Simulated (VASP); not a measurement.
# MgO: input slips in a relaxation and what they do

Some relaxations of MgO get a fault in the input on purpose. Which of them show, and how? The starting structure is a measured crystal structure from the Crystallography Open Database. The first relaxation on each setting starts from this cell expanded by 3 % in volume.

Calculated with VASP 6.6.1; Kohn-Sham DFT with plane waves and PAW; PBEsol.

## Step 1: Starting point

It takes space group Fm-3m (No. 225, cubic). The conventional cell has a = 4.210 Å, b = 4.210 Å, c = 4.210 Å, α = 90.00°, β = 90.00°, γ = 90.00°. Mg has 6 O at 2.11 Å nearest. Nearest to O lie 6 Mg at 2.11 Å. Farther neighbours and most contacts between anions are not listed.

Structure file:

```cif
data_structure
_symmetry_space_group_name_H-M 'P 1'
_symmetry_Int_Tables_number 1
_cell_length_a 2.9772
_cell_length_b 2.9772
_cell_length_c 2.9772
_cell_angle_alpha 60.000
_cell_angle_beta 60.000
_cell_angle_gamma 60.000
_cell_volume 18.66
loop_
_atom_site_label
_atom_site_type_symbol
_atom_site_fract_x
_atom_site_fract_y
_atom_site_fract_z
_atom_site_occupancy
Mg1 Mg 0.00000 0.00000 0.00000 1
O2 O 0.50000 0.50000 0.50000 1
```

## Step 2: Reference relaxation

The input, INCAR:

```
SYSTEM = MgO
PREC = Accurate
ENCUT = 520
EDIFF = 1E-06
NELM = 100
ISMEAR = 0
SIGMA = 0.03
LREAL = .FALSE.
ALGO = Normal
GGA = PS
NBANDS = 10
LORBIT = 11
LWAVE = .FALSE.
LCHARG = .FALSE.
KPAR = 4
IBRION = 2
NSW = 50
ISIF = 3
EDIFFG = -0.006
```

The input, POSCAR:

```
MgO
1.0
    0.0000000000      2.1260499695      2.1260499695
    2.1260499695      0.0000000000      2.1260499695
    2.1260499695      2.1260499695      0.0000000000
Mg O
1 1
Direct
    0.0000000000      0.0000000000      0.0000000000
    0.5000000000      0.5000000000      0.5000000000
```

The input, KPOINTS:

```
Automatic mesh
0
Gamma
8 8 8
0 0 0
```

PAW data sets: Mg and O (PBE family, release 64).

Command:

```sh
$ mpirun -np 4 vasp_std
```

What it wrote:

```text
[banner, memory and clock lines left out]
running    4 mpi-ranks, on    1 nodes
 distrk:  each k-point on    1 cores,    4 groups
 distr:  one band on    1 cores,    1 groups

 POSCAR found type information on POSCAR MgO
 POSCAR found :  2 types and       2 ions
|                                                                             |
|               ----> ADVICE to this user running VASP <----                  |
|                                                                             |
|     You enforced a specific xc type in the INCAR file but a different       |
|     [... a line on the potential file left out ...]
|     I HOPE YOU KNOW WHAT YOU ARE DOING!                                     |
|                                                                             |

 LDA part: xc-table for (Slater+PW92), standard interpolation
 POSCAR, INCAR and KPOINTS ok, starting setup
 FFT: planning ... GRIDC
 FFT: planning ... GRID_SOFT
 FFT: planning ... GRID
 WAVECAR not read
 entering main loop
       N       E                     dE             d eps       ncg     rms          rms(c)
DAV:   1     0.140994062530E+02    0.14099E+02   -0.46548E+03   668   0.709E+02
DAV:   2    -0.132906279534E+02   -0.27390E+02   -0.26737E+02   652   0.139E+02
DAV:   3    -0.138843542109E+02   -0.59373E+00   -0.59317E+00   678   0.182E+01
DAV:   4    -0.138856903280E+02   -0.13361E-02   -0.13361E-02   632   0.100E+00
DAV:   5    -0.138856944630E+02   -0.41350E-05   -0.41350E-05   670   0.574E-02    0.664E+00
DAV:   6    -0.125440793829E+02    0.13416E+01   -0.80625E+00   588   0.165E+01    0.225E+00
DAV:   7    -0.125189546663E+02    0.25125E-01   -0.52199E-02   624   0.222E+00    0.130E+00
DAV:   8    -0.125052045120E+02    0.13750E-01   -0.24417E-02   592   0.192E+00    0.205E-01
DAV:   9    -0.125049975969E+02    0.20692E-03   -0.23238E-04   648   0.119E-01    0.138E-01
DAV:  10    -0.125049286031E+02    0.68994E-04   -0.37506E-04   632   0.161E-01    0.623E-03
DAV:  11    -0.125049294802E+02   -0.87715E-06   -0.47111E-06   616   0.157E-02
   1 F= -.12504929E+02 E0= -.12504929E+02  d E =-.125049E+02
 curvature:   0.00 expect dE= 0.000E+00 dE for cont linesearch  0.000E+00
 trial: gam= 0.00000 g(F)=  0.300E-61 g(S)=  0.216E-01 ort = 0.000E+00 (trialstep = 0.100E+01)
 search vector abs. value=  0.216E-01
 bond charge predicted
       N       E                     dE             d eps       ncg     rms          rms(c)
DAV:   1    -0.125991119479E+02   -0.94183E-01   -0.17220E+00   594   0.113E+01    0.222E+00
DAV:   2    -0.125134823762E+02    0.85630E-01   -0.54611E-01   600   0.460E+00    0.233E-01
DAV:   3    -0.125127413566E+02    0.74102E-03   -0.62902E-03   600   0.797E-01    0.133E-01
DAV:   4    -0.125123460817E+02    0.39527E-03   -0.48324E-04   608   0.190E-01    0.394E-02
DAV:   5    -0.125123359128E+02    0.10169E-04   -0.80056E-05   612   0.593E-02    0.817E-03
DAV:   6    -0.125123353452E+02    0.56760E-06   -0.12617E-06   326   0.823E-03
   2 F= -.12512335E+02 E0= -.12512335E+02  d E =-.740587E-02
 trial-energy change:   -0.007406  1 .order   -0.007180   -0.021620    0.007259
 step:   0.7572(harm=  0.7486)  dis= 0.00000  next Energy=   -12.513213 (dE=-0.828E-02)
 bond charge predicted
       N       E                     dE             d eps       ncg     rms          rms(c)
DAV:   1    -0.125183517543E+02   -0.60158E-02   -0.10104E-01   596   0.272E+00    0.539E-01
DAV:   2    -0.125132889288E+02    0.50628E-02   -0.32736E-02   602   0.113E+00    0.535E-02
DAV:   3    -0.125132507516E+02    0.38177E-04   -0.35196E-04   600   0.186E-01    0.307E-02
DAV:   4    -0.125132259762E+02    0.24775E-04   -0.27644E-05   612   0.464E-02    0.945E-03
DAV:   5    -0.125132243542E+02    0.16220E-05   -0.46327E-06   568   0.141E-02    0.193E-03
DAV:   6    -0.125132244101E+02   -0.55939E-07   -0.83181E-08   302   0.204E-03
   3 F= -.12513224E+02 E0= -.12513224E+02  d E =-.829493E-02
 curvature:  -0.37 expect dE=-0.939E-08 dE for cont linesearch -0.939E-08
 trial: gam= 0.00000 g(F)=  0.762E-62 g(S)=  0.251E-07 ort =-0.233E-04 (trialstep = 0.951E+00)
 search vector abs. value=  0.252E-07
 reached required accuracy - stopping structural energy minimisation
```

Run time: 3.6 s. Hardware: 4 MPI ranks of Intel Xeon 6975P-C (Granite Rapids), shared host; peak memory 0.54 GiB; 12 s of CPU time.

The logs omit lines about the potential files and the build; timing stands in the text.

From OUTCAR (step 2):

```text
ion  position               nearest neighbor table
   1  0.000  0.000  0.000-   2 2.13   2 2.13   2 2.13   2 2.13   2 2.13   2 2.13
   2  0.500  0.500  0.500-   1 2.13   1 2.13   1 2.13   1 2.13   1 2.13   1 2.13

  LATTYP: Found a face centered cubic cell.
 ALAT       =     4.2520999390

 Subroutine GETGRP returns: Found 48 space group operations
 (whereof 48 operations were pure point group operations)

The static configuration has the point symmetry O_h .

 Found     29 irreducible k-points:

   k-points           NKPTS =     29   k-points in BZ     NKDIM =     29   number of bands    NBANDS=     10

   dimension x,y,z NGX =    24 NGY =   24 NGZ =   24
   dimension x,y,z NGXF=    48 NGYF=   48 NGZF=   48

   ENCUT  =  520.0 eV  38.22 Ry    6.18 a.u.   5.59  5.59  5.59*2*pi/ulx,y,z

   NELECT =       8.0000    total number of electrons

 k-points in reciprocal lattice and weights: Automatic mesh
   0.00000000  0.00000000  0.00000000       0.002
   0.12500000  0.00000000  0.00000000       0.016
   0.25000000  0.00000000  0.00000000       0.016
   0.37500000  0.00000000  0.00000000       0.016
   0.50000000  0.00000000  0.00000000       0.008
   0.12500000  0.12500000  0.00000000       0.012
   0.25000000  0.12500000  0.00000000       0.047
   0.37500000  0.12500000  0.00000000       0.047
   0.50000000  0.12500000  0.00000000       0.047
[...]
-0.37500000  0.50000000  0.12500000       0.023
  -0.25000000  0.50000000  0.25000000       0.012

 average (electrostatic) potential at core
       1 -34.6513       2 -69.5511

 E-fermi :   3.2606

 k-point     1 :       0.0000    0.0000    0.0000
  band No.  band energies     occupation
      1     -14.1347      2.00000
      2       3.0800      2.00000
      3       3.0800      2.00000
      4       3.0800      2.00000
      5       7.7311      0.00000
      6      18.7219      0.00000
      7      18.7219      0.00000
      8      18.7219      0.00000
      9      22.5689      0.00000
    ...

 k-point     2 :       0.1250    0.0000    0.0000
  band No.  band energies     occupation
      1     -13.9679      2.00000
      2       2.1089      2.00000
      3       2.9749      2.00000
      4       2.9749      2.00000
      5       8.6516      0.00000
      6      17.0296      0.00000
      7      19.0844      0.00000
      8      19.0844      0.00000
      9      23.4930      0.00000
    ...

 k-point     3 :       0.2500    0.0000    0.0000
  band No.  band energies     occupation
      1     -13.5332      2.00000
      2       0.3806      2.00000
      3       2.7328      2.00000
      4       2.7328      2.00000
      5      10.0841      0.00000
      6      15.5038      0.00000
      7      19.5953      0.00000
      8      19.5953      0.00000
      9      23.0932      0.00000
    ...

  Total        0.0005891      0.0005891      0.0005891      0.0000000      0.0000000     -0.0000000
  in kB        0.0506066      0.0506066      0.0506066      0.0000000      0.0000000     -0.0000000
  external PRESSURE =       0.0506066 kB  Pullay stress =       0.0000000 kB

  energy-cutoff  :      520.00
  volume of cell :       18.65
      direct lattice vectors                 reciprocal lattice vectors
    -0.000000000  2.104823519  2.104823519    -0.237549607  0.237549607  0.237549607
     2.104823519 -0.000000000  2.104823519     0.237549607 -0.237549607  0.237549607
     2.104823519  2.104823519  0.000000000     0.237549607  0.237549607 -0.237549607

 POSITION                                       TOTAL-FORCE (eV/Angst)
 -----------------------------------------------------------------------------------
      0.00000      0.00000      0.00000        -0.000000     -0.000000     -0.000000
      2.10482      2.10482      2.10482         0.000000      0.000000      0.000000
 -----------------------------------------------------------------------------------
    total drift:                               -0.000000     -0.000000      0.000000

  FREE ENERGIE OF THE ION-ELECTRON SYSTEM (eV)
  ---------------------------------------------------
  free  energy   TOTEN  =       -12.5132244101 eV

  energy  without entropy=      -12.5132244101  energy(sigma->0) =      -12.51322441

 reached required accuracy - stopping structural energy minimisation

 total charge
# of ion       s       p       d       tot
------------------------------------------
    1        0.150   0.182   0.080   0.412
    2        1.537   3.542   0.000   5.079
--------------------------------------------------
tot          1.687   3.724   0.080   5.491

[... 3 further parts left out ...]
```

The PAW data sets were made with PBE, which is usual practice but a small mismatch for other functionals. The run keeps the 48 symmetry operations of its start, so it cannot find a distortion of lower symmetry.

The reference relaxation ends at 9.325 Å³ an atom. Pressures at 0.985 and 1.015 times this volume, from two more relaxations that aren't shown, give a bulk modulus of 161.2 GPa.

## Step 3: Relaxation with low precision and a small cutoff

A slip made on purpose: low precision and a small cutoff. Against step 2 the input has PREC = Low and ENCUT = 320 (also changed: NELM).

Edit INCAR of step 2 so:

```diff
@@ -1,6 +1,6 @@
 SYSTEM = MgO
-PREC = Accurate
-ENCUT = 520
+PREC = Low
+ENCUT = 320
 EDIFF = 1E-06
-NELM = 100
+NELM = 60
 ISMEAR = 0
```

POSCAR is that of step 2.

KPOINTS is that of step 2.

Command:

```sh
$ mpirun -np 4 vasp_std
```

What it wrote:

```text
[banner, memory and clock lines left out]
running    4 mpi-ranks, on    1 nodes
[...]
[... a notice as in an earlier step ...]

 LDA part: xc-table for (Slater+PW92), standard interpolation
 POSCAR, INCAR and KPOINTS ok, starting setup
[...]
entering main loop
       N       E                     dE             d eps       ncg     rms          rms(c)
DAV:   1    -0.695291849606E+00   -0.69529E+00   -0.36238E+03   740   0.461E+02
DAV:   2    -0.136405251965E+02   -0.12945E+02   -0.12797E+02   650   0.961E+01
DAV:   3    -0.138353954402E+02   -0.19487E+00   -0.19482E+00   680   0.974E+00
DAV:   4    -0.138357733018E+02   -0.37786E-03   -0.37785E-03   646   0.492E-01
[...]
DAV:   9    -0.126336949853E+02    0.73652E-04   -0.85503E-05   668   0.685E-02    0.120E-01
DAV:  10    -0.126336823466E+02    0.12639E-04   -0.29025E-04   612   0.119E-01    0.697E-03
DAV:  11    -0.126336817583E+02    0.58828E-06   -0.48635E-06   622   0.160E-02
   1 F= -.12633682E+02 E0= -.12633682E+02  d E =-.126337E+02
[...]
DAV:   1    -0.160504162451E+02   -0.34167E+01   -0.80057E+01   590   0.797E+01BRMIX: very serious problems
[...]
BRMIX: very serious problems
[...]
BRMIX: very serious problems
[... from here on, the cycles between the ionic steps are left out ...]
   2 F= -.12424328E+02 E0= -.12424328E+02  d E =0.209354E+00
   3 F= -.12862460E+02 E0= -.12862460E+02  d E =-.228779E+00
   4 F= -.12862792E+02 E0= -.12862792E+02  d E =-.229110E+00
[...]
reached required accuracy - stopping structural energy minimisation
```

Wall time 1.4 s (4 MPI ranks); peak memory 0.37 GiB.

OUTCAR, selected parts (step 3):

```text
  Total       -0.0119310     -0.0119310     -0.0119310     -0.0000000     -0.0000000      0.0000000
  in kB       -1.1223329     -1.1223329     -1.1223329     -0.0000000     -0.0000000      0.0000000
  external PRESSURE =      -1.1223329 kB  Pullay stress =       0.0000000 kB

 POSITION                                       TOTAL-FORCE (eV/Angst)
 -----------------------------------------------------------------------------------
      0.00000      0.00000      0.00000        -0.000000      0.000000      0.000000
      2.04211      2.04211      2.04211         0.000000     -0.000000     -0.000000
 -----------------------------------------------------------------------------------
    total drift:                                0.000000      0.000000      0.000000

  FREE ENERGIE OF THE ION-ELECTRON SYSTEM (eV)
  ---------------------------------------------------
  free  energy   TOTEN  =       -12.8627918736 eV

  energy  without entropy=      -12.8627918736  energy(sigma->0) =      -12.86279187

[... 2 parts as in an earlier step ...]

[... 2 further parts left out ...]
[key lines of the parts left out:]
E-fermi :   3.9352
```

With low precision and a small cutoff the cell ends at 8.516 Å³ an atom, -8.68 % from the reference.

## Step 4: Relaxation with too few ionic steps

A slip made on purpose: too few ionic steps. Against step 2 the input has NSW = 2 (also changed: NELM).

Edit INCAR of step 3 so:

```diff
@@ -1,4 +1,4 @@
 SYSTEM = MgO
-PREC = Low
-ENCUT = 320
+PREC = Accurate
+ENCUT = 520
 EDIFF = 1E-06
@@ -16,3 +16,3 @@
 IBRION = 2
-NSW = 50
+NSW = 2
 ISIF = 3
```

POSCAR is that of step 3.

KPOINTS is that of step 3.

Command:

```sh
$ mpirun -np 4 vasp_std
```

What it wrote:

```text
[... set-up lines as in an earlier step ...]
 entering main loop
       N       E                     dE             d eps       ncg     rms          rms(c)
[... 11 cycles as in an earlier step ...]
   1 F= -.12504929E+02 E0= -.12504929E+02  d E =-.125049E+02
[...]
N       E                     dE             d eps       ncg     rms          rms(c)
[... 6 cycles as in an earlier step ...]
   2 F= -.12512335E+02 E0= -.12512335E+02  d E =-.740587E-02
 trial-energy change:   -0.007406  1 .order   -0.007180   -0.021620    0.007259
 step:   0.7572(harm=  0.7486)  dis= 0.00000  next Energy=   -12.513213 (dE=-0.828E-02)
```

Run time: 2.4 s. Hardware: 4 MPI ranks; peak memory 0.52 GiB.

Parts of OUTCAR (step 4):

```text
  Total        0.1835340      0.1835340      0.1835340      0.0000000      0.0000000      0.0000000
  in kB       15.9209495     15.9209495     15.9209495      0.0000000      0.0000000      0.0000000
  external PRESSURE =      15.9209495 kB  Pullay stress =       0.0000000 kB

 POSITION                                       TOTAL-FORCE (eV/Angst)
 -----------------------------------------------------------------------------------
      0.00000      0.00000      0.00000        -0.000000     -0.000000     -0.000000
      2.09802      2.09802      2.09802         0.000000      0.000000      0.000000
 -----------------------------------------------------------------------------------
    total drift:                               -0.000000     -0.000000      0.000000

  FREE ENERGIE OF THE ION-ELECTRON SYSTEM (eV)
  ---------------------------------------------------
  free  energy   TOTEN  =       -12.5123353452 eV

  energy  without entropy=      -12.5123353452  energy(sigma->0) =      -12.51233535

[... 1 part as in an earlier step ...]

[... 2 further parts left out ...]
[key lines of the parts left out:]
E-fermi :   3.3793
```

The relaxation used up its 2 ionic steps (NSW) before forces and stress met EDIFFG.

[end of part 1 of 2]

[Lines on the potential files, build, host, timing and source positions are cut from VASP's logs without a mark.]

[Logs are printed without paths, hosts, clocks, repeated set-up lines and the standing remarks that a program may print on its own settings, such as how far it seeks lower states.]

[Hosts, paths, dates, database ids (printed as entryN), source tags and the programs' standing remarks are cut or masked in the printed files.]
